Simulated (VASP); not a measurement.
```
MoTe2
1.0
    3.49475     0.00000     0.00000
   -1.74738     3.02655     0.00000
    0.00000     0.00000    26.64990
Te Mo
4 2
Cartesian
  0.00000   2.01770  11.63280
  0.00000   2.01770   8.02107
  1.74738   1.00885  18.62883
  1.74738   1.00885  15.01710
  1.74738   1.00885   9.82417
  0.00000   2.01770  16.82574
```

Method: PBEsol GGA, VASP's PBE PAW potentials (set 64) (plane waves; VASP). Settings: PREC = Normal, 400 eV cut-off, 12×12×1 Γ-centred mesh, Gaussian smearing of 0.050 eV, potentials Te Mo_sv.

Q: Predict the energy per atom (σ→0).

A: 
```yaml
energy per atom (σ→0): -6.552 eV/atom
```

The cell is a sheet with vacuum, built from MoTe2 (2H layered).
